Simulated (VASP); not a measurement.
Input for VASP

### KPOINTS
```
Automatic mesh
0
Gamma
9 9 9
0 0 0
```

**POSCAR**
```
BAs
3.472530
  0.0000000000   0.7071067642   0.7071067642
  0.7071067642   0.0000000000   0.7071067642
  0.7071067642   0.7071067642   0.0000000000
B As
1 1
Cartesian
  0.0000000000   0.0000000000   0.0000000000
  0.3535533821   0.3535533821   0.3535533821
```

### INCAR
```
ALGO = Normal
EDIFF = 1E-7
ENCUT = 520
GGA = PE
ISIF = 2
ISMEAR = 0
LASPH = T
LCHARG = F
LMAXMIX = 4
LREAL = F
LWAVE = F
NELM = 100
PREC = Accurate
SIGMA = 0.05
SYSTEM = BAs
```

POTCAR, in this order: B As (PBE.64 set). Program: vasp_std.

### Question
Write an equivalent input for Quantum ESPRESSO's pw.x.

### Answer
One equivalent input (not run):
```
&CONTROL
  calculation = 'scf'
  pseudo_dir = './pseudo'
  outdir = './out'
  tprnfor = .true.
  tstress = .true.
/
&SYSTEM
  ibrav = 0
  nat = 2
  ntyp = 2
  ecutwfc = 84
  occupations = 'smearing'
  smearing = 'gaussian'
  degauss = 0.003675
  input_dft = 'pbe'
/
&ELECTRONS
  conv_thr = 7.3e-09
  electron_maxstep = 100
/
ATOMIC_SPECIES
  B 10.810 B.upf
  As 74.922 As.upf
CELL_PARAMETERS angstrom
     0.0000000    2.4554495    2.4554495
     2.4554495    0.0000000    2.4554495
     2.4554495    2.4554495    0.0000000
ATOMIC_POSITIONS crystal
  B    0.0000000  0.0000000  0.0000000
  As   0.2500000  0.2500000  0.2500000
K_POINTS automatic
  9 9 9 0 0 0
```
What does not carry over: the potentials are each code's own (VASP's PAW set, PseudoDojo norm-conserving files in pw.x), so ENCUT and ecutwfc are chosen apart and not converted; conv_thr bounds pw.x's estimated SCF error, while EDIFF bounds the energy change between steps.

The compound is BAs in the zinc blende structure. This cell is one point of a volume scan, at 1.06 of the reference volume.
